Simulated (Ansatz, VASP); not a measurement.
One calculation of TcB, two programs

File INCAR:

```
SYSTEM = TcB
PREC = Accurate
ENCUT = 520
EDIFF = 1E-6
ISMEAR = 0
SIGMA = 0.3
LREAL = .FALSE.
LASPH = .TRUE.
NELM = 60
ALGO = Normal
ISIF = 2
LWAVE = .FALSE.
LCHARG = .FALSE.
GGA = CA
NBANDS = 15
```

KPOINTS

```
Automatic mesh
0
G
  9 9 8
  0 0 0
```

File POSCAR:

```
TcB
1.0
    2.8803890000      0.0000000000      0.0000000000
   -1.4401940000      2.4944900000      0.0000000000
    0.0000000000      0.0000000000      2.9455520000
Tc B
1 1
Direct
    0.0000000000      0.0000000000      0.0000000000
    0.3333333333      0.6666666667      0.5000000000
```

Input for Ansatz:

```yaml
crystal:
  lattice:
    - [2.880389, 0.0, 0.0]
    - [-1.440194, 2.49449, 0.0]
    - [0.0, 0.0, 2.945552]
  atoms:
    - { symbol: Tc, position: [0.0, 0.0, 0.0] }
    - { symbol: B, position: [0.3333333333333333, 0.6666666666666666, 0.5] }
kpoints:
  mp_grid:
    grid: [9, 9, 8]
    shift: [0.0, 0.0, 0.0]
hamiltonian:
  xc: lda
  pseudopotentials:
    kind: paw
scf:
  occupations:
    method: gaussian
    width: 0.3
  initial_density:
    normalization: atom
output:
  stress: true
```

The cell comes from a database or a generator and needn't be the stable form of this composition.

Alike in both runs: task single point; functional LDA; k mesh 9 × 9 × 8; occupations gaussian, width 0.3 eV; no spin polarisation.

```csv
,VASP,Ansatz
version,VASP 6.6.1,Ansatz 0.2.0
potentials or method,"VASP PAW LDA potentials, release 64 (Tc_pv, B)","plane waves, PAW"
plane-wave cutoff (eV),520,500
valence electrons in the cell,16,18
```

|  | VASP | Ansatz | Ansatz less VASP |
| --- | --- | --- | --- |
| pressure (GPa) | -14.6 | -14.7 | -0.17 |
| largest component of the traceless stress (GPa) | 2.26 | 2.31 | +0.047 |

The two sets of potentials don't hold the same shells in valence.
